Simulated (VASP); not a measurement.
## Nickel: structure and properties in VASP

Aim: relax Nickel, then compute properties on the relaxed cell. The steps: magnetic order: ferromagnetic, magnetic order: antiferromagnetic, q = (0, 0, 1/2), magnetic order: antiferromagnetic, q = (1/2, 1/2, 0), the orders side by side, first try, full relaxation (r2SCAN), second relaxation, single point with fields (r2SCAN), bands along the symmetry lines (r2SCAN), density of states (r2SCAN), volume scan with r2SCAN and fit for r2SCAN. Left out of this account: 1 further run (core levels: core levels are not valid at this level). The start is a cell from a database of measured crystal structures.

Main program and level: VASP 6.6.1; r2SCAN, spin-polarised from a ferromagnetic start (one magnetic atom a cell); plane waves and PAW (Ni), in the first sound run; inputs show where later runs differ.

This is a report of a sequence of runs, with most program output left out.

## Step 1: The starting structure

It takes space group Fm-3m (No. 225, cubic). Conventional cell: a = 3.524 Å, b = 3.524 Å, c = 3.524 Å, α = 90.00°, β = 90.00°, γ = 90.00°. Nearest to Ni lie 12 Ni at 2.49 Å.

As a file:

```cif
data_structure
_symmetry_space_group_name_H-M 'P 1'
_symmetry_Int_Tables_number 1
_cell_length_a 2.4918
_cell_length_b 2.4918
_cell_length_c 2.4918
_cell_angle_alpha 60.000
_cell_angle_beta 60.000
_cell_angle_gamma 60.000
_cell_volume 10.94
loop_
_atom_site_label
_atom_site_type_symbol
_atom_site_fract_x
_atom_site_fract_y
_atom_site_fract_z
_atom_site_occupancy
Ni1 Ni 0.00000 0.00000 0.00000 1
```

## Step 2: Magnetic order: ferromagnetic

The properties of a magnet depend on its order, so a few collinear patterns are compared first on the cell as listed, beginning with all moments parallel. r2SCAN adds the kinetic-energy density, costs more than a GGA and is run with LASPH.

The input, INCAR:

```
SYSTEM = Ni
PREC = Accurate
ENCUT = 400
EDIFF = 1E-06
NELM = 100
ISMEAR = 1
SIGMA = 0.2
LREAL = .FALSE.
ALGO = Normal
METAGGA = R2SCAN
LASPH = .TRUE.
NBANDS = 12
ISPIN = 2
MAGMOM = 1
LMAXMIX = 4
LORBIT = 11
LWAVE = .FALSE.
LCHARG = .FALSE.
KPAR = 4
ISIF = 2
```

The input, POSCAR:

```
Ni
1.0
    0.0000000000      1.7619350000      1.7619350000
    1.7619350000      0.0000000000      1.7619350000
    1.7619350000      1.7619350000      0.0000000000
Ni
1
Direct
    0.0000000000      0.0000000000      0.0000000000
```

The input, KPOINTS:

```
Automatic mesh
0
Gamma
11 11 11
0 0 0
```

The projector-augmented-wave data sets are Ni (PBE family, release 64).

The run is started by

```
> mpirun -np 4 vasp_std
```

Elapsed: 7 s, on 4 MPI ranks of Intel Xeon 6975P-C (Granite Rapids), shared host; peak memory 0.48 GiB.

The k-mesh is coarse for a metal. SCAN-type functionals tend to overstate the moments of itinerant magnets. The PAW data sets were made with PBE, which is usual practice but a small mismatch for other functionals. At this level the cell is under a tension of 7.8 GPa, so at these settings it is away from equilibrium.

This step gave:

- SCF cycles: 18
- electrons: 10
- bands: 12
- irreducible k-points: 56
- symmetry operations: 48
- free energy (TOTEN): -11.92 eV
- energy at zero smearing: -11.92 eV
- Fermi energy: 9.258 eV
- pressure: -7.796 GPa
- moment of the cell, from the last line of the log: 0.755 μB
- metallic: yes

Spin moment in the PAW sphere by atom:

```csv
atom,spin moment in the PAW sphere (μB)
Ni1,0.778
```

The run ends ferromagnetic with a largest moment of 0.78 μB, and the mesh shows no gap.

## Step 3: Magnetic order: antiferromagnetic, q = (0, 0, 1/2)

This step: r2SCAN, spin-polarised from an antiferromagnetic start; plane waves and PAW (Ni) (VASP 6.6.1).

System of this step: Nickel. The structure is cubic, space group Fm-3m (No. 225). Conventional cell: a = 3.524 Å, b = 3.524 Å, c = 3.524 Å, α = 90.00°, β = 90.00°, γ = 90.00°. Nearest to Ni lie 12 Ni at 2.49 Å.

Next, a pattern with opposite moments, which needs a doubled cell; q is given in the reciprocal vectors of the primitive cell.

INCAR, as its differences from that of step 2:

```diff
@@ -11,5 +11,5 @@
 LASPH = .TRUE.
-NBANDS = 12
+NBANDS = 17
 ISPIN = 2
-MAGMOM = 1
+MAGMOM = 1 -1
 LMAXMIX = 4
```

The input, POSCAR:

```
Ni
1.0
    0.0000000000      1.7619350000      1.7619350000
    1.7619350000      0.0000000000      1.7619350000
    3.5238700000      3.5238700000      0.0000000000
Ni
2
Direct
    0.0000000000      0.0000000000      0.0000000000
    0.0000000000      0.0000000000      0.5000000000
```

KPOINTS is that of step 2.

The run is started by

```
> mpirun -np 4 vasp_std
```

Wall time 32 s (4 MPI ranks); peak memory 0.61 GiB.

At this level the cell is under a tension of 8.2 GPa, so at these settings it is away from equilibrium.

This step gave:

```yaml
scf_cycles: 16
electrons: 20
bands: 17
irreducible_k_points: 146
symmetry_operations: 12
free_energy_toten: -23.68 eV
energy_at_zero_smearing: -23.69 eV
fermi_energy: 9.013 eV
pressure: -8.186 GPa
```

Spin moment in the PAW sphere by atom:

```csv
atom,spin moment in the PAW sphere (μB)
Ni1,0.568
Ni2,-0.568
```

The energy lies +78.5 meV an atom from the first pattern. The run ends antiferromagnetic with a largest moment of 0.57 μB, and the mesh shows no gap.

## Step 4: Magnetic order: antiferromagnetic, q = (1/2, 1/2, 0)

INCAR is that of step 3.

The input, POSCAR:

```
Ni
1.0
    0.0000000000      3.5238700000      3.5238700000
    1.7619350000      1.7619350000      3.5238700000
    1.7619350000      1.7619350000      0.0000000000
Ni
2
Direct
    0.0000000000      0.0000000000      0.0000000000
    0.5000000000      0.0000000000      0.0000000000
```

KPOINTS is that of step 3.

The run is started by

```
> mpirun -np 4 vasp_std
```

Run time: 42 s. Hardware: 4 MPI ranks; peak memory 0.71 GiB; 2.7 min of CPU time.

At this level the cell is under a tension of 10.0 GPa, so at these settings it is away from equilibrium.

This step gave:

```yaml
scf_cycles: 14
irreducible_k_points: 126
symmetry_operations: 16
free_energy_toten: -23.64 eV
energy_at_zero_smearing: -23.64 eV
fermi_energy: 8.909 eV
pressure: -10.03 GPa
```

Spin moment in the PAW sphere by atom:

```csv
atom,spin moment in the PAW sphere (μB)
Ni1,0.290
Ni2,-0.290
```

The energy lies +102.3 meV an atom from the first pattern. The run ends antiferromagnetic with a largest moment of 0.29 μB, and the mesh shows no gap.

## Step 5: The orders side by side

This step: collinear orders at r2SCAN; plane waves and PAW (VASP 6.6.1).

This step runs nothing: it gathers the runs above.

Patterns, by row:

```csv
start,atoms,energy less that of the first (meV/atom),largest site moment (μB),end state
ferromagnetic,1,0,0.78,ferromagnetic
"antiferromagnetic, q = (0, 0, 1/2)",2,78.5,0.57,antiferromagnetic
"antiferromagnetic, q = (1/2, 1/2, 0)",2,102.3,0.29,antiferromagnetic
```

The session goes on in the lowest magnetic state found: ferromagnetic. The next one lies 78.5 meV an atom higher.

## Step 6: First try

This step: r2SCAN, spin-polarised from a ferromagnetic start (one magnetic atom a cell); plane waves and PAW (Ni) (VASP 6.6.1).

System of this step: Nickel. It takes space group Fm-3m (No. 225, cubic). The conventional cell has a = 3.524 Å, b = 3.524 Å, c = 3.524 Å, α = 90.00°, β = 90.00°, γ = 90.00°. Nearest to Ni lie 12 Ni at 2.49 Å.

This run is made with a changed input; what comes of it follows.

The input, INCAR:

```
SYSTEM = Ni
PREC = Normal
ENCUT = 250
EDIFF = 1E-06
NELM = 93
ISMEAR = 1
SIGMA = 0.2
LREAL = .FALSE.
ALGO = Normal
METAGGA = R2SCAN
LASPH = .TRUE.
NBANDS = 12
ISPIN = 2
MAGMOM = 0.78
LMAXMIX = 4
LORBIT = 11
LWAVE = .FALSE.
LCHARG = .FALSE.
KPAR = 4
IBRION = 2
NSW = 30
ISIF = 3
EDIFFG = -0.01
```

The input, POSCAR:

```
Ni
1.0
    0.0000000000      1.7619350000      1.7619350000
    1.7619350000      0.0000000000      1.7619350000
    1.7619350000      1.7619350000      0.0000000000
Ni
1
Direct
    0.0000000000      0.0000000000      0.0000000000
```

KPOINTS is that of step 4.

The run is started by

```
> mpirun -np 4 vasp_std
```

Run time: 21 s. Hardware: 4 MPI ranks; peak memory 0.37 GiB; 80 s of CPU time.

The run converged, but on settings that are not sound, so its numbers are not to be trusted.

The fault in the input: cell relaxed at a low cutoff (ENCUT = 250 and PREC = "Normal"). Relax cells at about 1.3 times the default cutoff with PREC = Accurate.

## Step 7: Full relaxation (r2SCAN)

Properties are meant for the cell that this level of theory prefers, so cell and atoms are relaxed first (ISIF = 3) until forces and stress are small; EDIFFG sets the threshold.

INCAR, as its differences from that of step 6:

```diff
@@ -1,6 +1,6 @@
 SYSTEM = Ni
-PREC = Normal
-ENCUT = 250
+PREC = Accurate
+ENCUT = 400
 EDIFF = 1E-06
-NELM = 93
+NELM = 100
 ISMEAR = 1
@@ -20,3 +20,3 @@
 IBRION = 2
-NSW = 30
+NSW = 60
 ISIF = 3
```

POSCAR is that of step 6.

KPOINTS is that of step 6.

The run is started by

```
> mpirun -np 4 vasp_std
```

Run time: 21 s. Hardware: 4 MPI ranks; peak memory 0.51 GiB; 79 s of CPU time.

The magnetic order is the lowest of the few collinear ones that converged above; longer or canted patterns were not tried. The run keeps the 48 symmetry operations of its start, so it cannot find a distortion of lower symmetry.

The steps of the relaxation:

```csv
step,energy less that of the first step (eV),largest force (eV/Å),pressure (GPa),volume (Å³)
1,0.0000,0.0000,-7.79,10.94
2,-0.0033,0.0000,8.08,10.12
3,-0.0118,0.0000,-0.16,10.48
4,-0.0118,0.0000,-0.01,10.47
```

```csv
"conventional cell, symmetrised",before,after,change
a (Å),3.524,3.473,-1.5 %
b (Å),3.524,3.473,-1.5 %
c (Å),3.524,3.473,-1.5 %
volume (Å³/atom),10.94,10.47,-4.3 %
```

The relaxed structure:

```cif
data_structure
_symmetry_space_group_name_H-M 'P 1'
_symmetry_Int_Tables_number 1
_cell_length_a 2.4555
_cell_length_b 2.4555
_cell_length_c 2.4555
_cell_angle_alpha 60.000
_cell_angle_beta 60.000
_cell_angle_gamma 60.000
_cell_volume 10.47
loop_
_atom_site_label
_atom_site_type_symbol
_atom_site_fract_x
_atom_site_fract_y
_atom_site_fract_z
_atom_site_occupancy
Ni1 Ni 0.00000 0.00000 0.00000 1
```

Numbers from this step:

| Item | Value |
| --- | --- |
| electrons | 10 |
| bands | 12 |
| irreducible k-points | 56 |
| symmetry operations | 48 |
| free energy (TOTEN) | -11.93 eV |
| energy at zero smearing | -11.93 eV |
| Fermi energy | 9.862 eV |
| pressure | -0.008897 GPa |
| moment of the cell, from the last line of the log | 0.6423 μB |
| SCF cycles over all ionic steps | 46 |

Spin moment in the PAW sphere by atom:

```csv
atom,spin moment in the PAW sphere (μB)
Ni1,0.661
```

It ends with forces that vanish by symmetry and a pressure of -0.01 GPa.

## Step 8: Second relaxation

A relaxation keeps the plane waves of the cell it began with, so it is repeated from the new cell, on a basis made for it.

INCAR is that of step 7.

The input, POSCAR:

```
Ni
1.0
    0.0000000000      1.7363269909      1.7363269909
    1.7363269909      0.0000000000      1.7363269909
    1.7363269909      1.7363269909      0.0000000000
Ni
1
Direct
    0.0000000000      0.0000000000      0.0000000000
```

KPOINTS is that of step 7.

The run is started by

```
> mpirun -np 4 vasp_std
```

Elapsed: 6.4 s, on 4 MPI ranks; peak memory 0.48 GiB; 23 s of CPU time.

Little changed from the start: no atom moved by 0.005 Å and no cell edge by 0.1 %.

Numbers from this step:

```
Fermi energy                                      : 9.863 eV
pressure                                          : -0.08271 GPa
moment of the cell, from the last line of the log : 0.6427 μB
SCF cycles over all ionic steps                   : 16
```

It ends with forces that vanish by symmetry and a pressure of -0.08 GPa. The volume moved by under 0.01 %: the run met its threshold at the first step.

## Step 9: Single point with fields (r2SCAN)

A single point on the relaxed cell gives a clean self-consistent state, with density, ELF and potential written out.

INCAR, as its differences from that of step 8:

```diff
@@ -17,7 +17,5 @@
 LWAVE = .FALSE.
-LCHARG = .FALSE.
-KPAR = 4
-IBRION = 2
-NSW = 60
-ISIF = 3
-EDIFFG = -0.01
+LCHARG = .TRUE.
+ISIF = 2
+LELF = .TRUE.
+LVHAR = .TRUE.
```

POSCAR is that of step 8.

KPOINTS is that of step 8.

The run is started by

```
> mpirun -np 4 vasp_std
```

Elapsed: 8.2 s, on 4 MPI ranks; peak memory 0.39 GiB.

With spin, VASP writes an ELF for each channel.

This step gave:

* SCF cycles: 16

Valence electrons inside each PAW sphere by angular momentum. Sphere charges, by row:

```csv
atom,s (e),p (e),d (e),tot (e)
Ni1,0.529,0.552,8.334,9.415
```

Spin density in the ac plane of the conventional cell at fractional y = 0.000, with atoms of Ni within 0.2 Å of it.

Values in e/Å³, 14 rows by 14 columns, each cell a mean:
```
1.1 0.8 0.3 0.0 0.0 0.0 0.0 0.0 0.0 0.0 0.0 0.1 0.5 1.0
0.5 0.4 0.1 0.0 0.0 0.0 0.0 0.0 0.0 0.0 0.0 0.0 0.2 0.5
0.1 0.1 0.0 0.0 0.0 0.0 0.0 0.0 0.0 0.0 0.0 0.0 0.0 0.1
0.0 0.0 0.0 0.0 0.0 0.0 0.0 0.0 0.0 0.0 0.0 0.0 0.0 0.0
0.0 0.0 0.0 0.0 0.0 0.1 0.3 0.3 0.2 0.1 0.0 0.0 0.0 0.0
0.0 0.0 0.0 0.0 0.1 0.4 0.8 0.9 0.7 0.2 0.0 0.0 0.0 0.0
0.0 0.0 0.0 0.0 0.1 0.5 1.1 1.4 0.9 0.3 0.0 0.0 0.0 0.0
0.0 0.0 0.0 0.0 0.1 0.5 1.0 1.1 0.8 0.3 0.0 0.0 0.0 0.0
0.0 0.0 0.0 0.0 0.0 0.2 0.5 0.5 0.4 0.1 0.0 0.0 0.0 0.0
0.0 0.0 0.0 0.0 0.0 0.0 0.1 0.1 0.1 0.0 0.0 0.0 0.0 0.0
0.0 0.0 0.0 0.0 0.0 0.0 0.0 0.0 0.0 0.0 0.0 0.0 0.0 0.0
0.3 0.2 0.1 0.0 0.0 0.0 0.0 0.0 0.0 0.0 0.0 0.0 0.1 0.3
0.9 0.7 0.2 0.0 0.0 0.0 0.0 0.0 0.0 0.0 0.0 0.1 0.4 0.8
1.4 0.9 0.3 0.0 0.0 0.0 0.0 0.0 0.0 0.0 0.0 0.1 0.5 1.1
```
Columns run along a (3.5 Å), rows up along c (3.5 Å), edges of the conventional cell, whose origin can differ from the input's. Atoms in or near the plane, at fractional coordinates: Ni at (0.00, 0.00), Ni at (0.50, 0.50).

Valence density in the ac plane of the conventional cell at fractional y = 0.000, with atoms of Ni within 0.2 Å of it. It is the smooth field of the valence electrons, not physical close to the nuclei.

Ten even steps from '_' (0 e/Å³) to '@' (13 e/Å³), each cell a mean:
```
%%++::__________________--**
==--..__________________..--
..__________________________
____________________________
__________..::::..__________
__________--++##++..________
________..==%%@@##::________
__________--**%%++::________
__________..--==--..________
______________..____________
____________________________
::..____________________..::
##++..__________________--++
@@##::________________..==%%
```
Columns run along a (3.5 Å), rows up along c (3.5 Å), edges of the conventional cell, whose origin can differ from the input's. Atoms in or near the plane, at fractional coordinates: Ni at (0.00, 0.00), Ni at (0.50, 0.50).

ELF of up spins in the ac plane of the conventional cell at fractional y = 0.000, with atoms of Ni within 0.2 Å of it. It is the smooth field of the valence electrons, not physical close to the nuclei.

Values, 14 rows by 14 columns, each cell a mean:
```
0.00 0.01 0.08 0.18 0.20 0.23 0.26 0.26 0.25 0.21 0.20 0.15 0.05 0.01
0.03 0.06 0.14 0.20 0.21 0.23 0.23 0.23 0.23 0.22 0.21 0.19 0.10 0.05
0.14 0.16 0.20 0.21 0.21 0.21 0.20 0.20 0.20 0.21 0.21 0.21 0.19 0.15
0.19 0.20 0.21 0.21 0.21 0.20 0.18 0.17 0.18 0.21 0.21 0.21 0.21 0.20
0.21 0.22 0.22 0.21 0.20 0.14 0.08 0.07 0.10 0.17 0.21 0.21 0.22 0.21
0.25 0.25 0.22 0.20 0.16 0.06 0.01 0.01 0.02 0.10 0.18 0.20 0.23 0.25
0.26 0.25 0.21 0.19 0.14 0.03 0.00 0.02 0.01 0.07 0.17 0.20 0.23 0.26
0.26 0.25 0.21 0.20 0.15 0.05 0.01 0.00 0.01 0.08 0.18 0.20 0.23 0.26
0.23 0.23 0.22 0.21 0.19 0.10 0.05 0.03 0.06 0.14 0.20 0.21 0.23 0.23
0.20 0.20 0.21 0.21 0.21 0.19 0.15 0.14 0.16 0.20 0.21 0.21 0.21 0.20
0.17 0.18 0.21 0.21 0.21 0.21 0.20 0.19 0.20 0.21 0.21 0.21 0.20 0.18
0.07 0.10 0.17 0.21 0.21 0.22 0.21 0.21 0.22 0.22 0.21 0.20 0.14 0.08
0.01 0.02 0.10 0.18 0.20 0.23 0.25 0.25 0.25 0.22 0.20 0.16 0.06 0.01
0.02 0.01 0.07 0.17 0.20 0.23 0.26 0.26 0.25 0.21 0.19 0.14 0.03 0.00
```
Columns run along a (3.5 Å), rows up along c (3.5 Å), edges of the conventional cell, whose origin can differ from the input's. Atoms in or near the plane, at fractional coordinates: Ni at (0.00, 0.00), Ni at (0.50, 0.50).

In this run the pressure is -0.08 GPa, small enough to go on.

## Step 10: Bands along the symmetry lines (r2SCAN)

Levels along the symmetry lines show where the bands peak and cross; KPOINTS_OPT computes them in the converged potential.

The input, INCAR:

```
SYSTEM = Ni
PREC = Accurate
ENCUT = 400
EDIFF = 1E-06
NELM = 100
ISMEAR = 1
SIGMA = 0.2
LREAL = .FALSE.
ALGO = Normal
METAGGA = R2SCAN
LASPH = .TRUE.
NBANDS = 17
ISPIN = 2
MAGMOM = 0.661
LMAXMIX = 4
LORBIT = 11
LWAVE = .FALSE.
LCHARG = .FALSE.
KPAR = 4
```

POSCAR is that of step 9.

KPOINTS is that of step 9.

The input, KPOINTS_OPT:

```
Line mode
16
Line-mode
Reciprocal
  0.00000000   0.00000000   0.00000000 GAMMA
  0.50000000   0.00000000   0.50000000 X

  0.50000000   0.00000000   0.50000000 X
  0.50000000   0.25000000   0.75000000 W

  0.50000000   0.25000000   0.75000000 W
  0.37500000   0.37500000   0.75000000 K

  0.37500000   0.37500000   0.75000000 K
  0.00000000   0.00000000   0.00000000 GAMMA

  0.00000000   0.00000000   0.00000000 GAMMA
  0.50000000   0.50000000   0.50000000 L

  0.50000000   0.50000000   0.50000000 L
  0.62500000   0.25000000   0.62500000 U

  0.62500000   0.25000000   0.62500000 U
  0.50000000   0.25000000   0.75000000 W

  0.50000000   0.25000000   0.75000000 W
  0.50000000   0.50000000   0.50000000 L

  0.50000000   0.50000000   0.50000000 L
  0.37500000   0.37500000   0.75000000 K

  0.62500000   0.25000000   0.62500000 U
  0.50000000   0.00000000   0.50000000 X
```

The run is started by

```
> mpirun -np 4 vasp_std
```

The job ended after 11 s (4 MPI ranks; peak memory 0.51 GiB).

This step gave:

| Property | Result |
| --- | --- |
| SCF cycles | 15 |
| bands | 17 |
| pressure | -0.1510 GPa |
| moment of the cell, from the last line of the log | 0.6426 μB |

Spin up. Electronic bands along the path, in eV, zero at the Fermi level; # counts the bands kept:

```csv
point,#2,#3,#4,#5,#6,#7
Γ,-2.95,-2.95,-2.95,-1.61,-1.61,24.89
0.47 of the way,-3.84,-2.22,-2.16,-2.16,-1.28,21.06
X,-4.84,-0.87,-0.87,-0.85,2.53,9.74
0.47 of the way,-4.58,-2.00,-1.16,-0.87,4.29,9.91
W,-3.61,-3.61,-1.68,-0.87,8.12,8.12
0.47 of the way,-4.12,-3.00,-1.56,-0.96,6.61,8.08
K,-4.29,-2.58,-1.44,-1.14,5.96,7.63
0.47 of the way,-3.62,-2.88,-2.17,-2.09,-0.51,15.03
Γ,-2.95,-2.95,-2.95,-1.61,-1.61,24.89
0.53 of the way,-3.25,-2.69,-2.69,-1.52,-1.52,14.38
L,-2.89,-2.89,-0.96,-0.96,-0.46,5.98
0.47 of the way,-3.36,-2.72,-2.44,-1.04,2.49,6.25
U,-4.29,-2.58,-1.44,-1.14,5.96,7.63
0.47 of the way,-4.17,-2.92,-1.54,-0.99,6.46,7.98
W,-3.61,-3.61,-1.68,-0.87,8.12,8.12
0.47 of the way,-3.68,-3.09,-2.13,-1.08,3.72,6.52
L,-2.89,-2.89,-0.96,-0.96,-0.46,5.98
0.53 of the way,-3.50,-2.86,-2.31,-1.06,3.02,6.34
K,-4.29,-2.58,-1.44,-1.14,5.96,7.63
jump to U,-4.29,-2.58,-1.44,-1.14,5.96,7.63
0.53 of the way,-4.71,-1.49,-1.01,-0.93,3.52,9.80
X,-4.84,-0.87,-0.87,-0.85,2.53,9.74
```

Spin down. Electronic bands along the path, in eV, zero at the Fermi level; # counts the bands kept:

```csv
point,#1,#2,#3,#4,#5,#6,#7
Γ,-9.92,-1.75,-1.75,-1.75,-0.95,-0.95,24.63
0.47 of the way,-7.14,-2.77,-1.67,-0.91,-0.91,-0.60,21.23
X,-4.89,-3.92,-0.16,0.52,0.52,2.27,10.04
0.47 of the way,-4.51,-3.66,-1.00,-0.49,0.52,4.42,10.18
W,-3.90,-2.70,-2.70,-1.04,0.52,8.31,8.31
0.47 of the way,-3.97,-3.24,-2.08,-0.92,0.41,6.82,8.29
K,-4.07,-3.49,-1.65,-0.78,0.23,6.18,7.84
0.47 of the way,-6.01,-2.60,-2.07,-1.47,-0.90,0.44,15.21
Γ,-9.92,-1.75,-1.75,-1.75,-0.95,-0.95,24.63
0.53 of the way,-7.21,-2.29,-1.72,-1.72,-0.60,-0.60,14.60
L,-4.84,-2.07,-2.07,-0.68,0.15,0.15,6.60
0.47 of the way,-4.14,-2.89,-1.87,-1.64,0.12,2.81,6.78
U,-4.07,-3.49,-1.65,-0.78,0.23,6.18,7.84
0.47 of the way,-3.99,-3.30,-1.99,-0.89,0.38,6.67,8.20
W,-3.90,-2.70,-2.70,-1.04,0.52,8.31,8.31
0.47 of the way,-3.71,-3.26,-2.18,-1.38,0.14,4.01,6.98
L,-4.84,-2.07,-2.07,-0.68,0.15,0.15,6.60
0.53 of the way,-3.97,-3.06,-1.97,-1.52,0.11,3.33,6.84
K,-4.07,-3.49,-1.65,-0.78,0.23,6.18,7.84
jump to U,-4.07,-3.49,-1.65,-0.78,0.23,6.18,7.84
0.53 of the way,-4.69,-3.79,-0.41,-0.32,0.46,3.58,10.09
X,-4.89,-3.92,-0.16,0.52,0.52,2.27,10.04
```

There is no gap at this level.

Spin up: of the bands kept, 1 crosses the Fermi level on this path. Spin down: of the bands kept, 3 cross the Fermi level on this path.

(Continued in part 2 of 2.)

[Lines on the potential files, build, host, timing and source positions are cut from VASP's logs without a mark.]

[Logs are printed without paths, hosts, clocks, repeated set-up lines and the standing remarks that a program may print on its own settings, such as how far it seeks lower states.]

[Hosts, paths, dates, database ids (printed as entryN), source tags and the programs' standing remarks are cut or masked in the printed files.]

[A measured line is paired with the nearest computed mode of its activity, which favours agreement.]
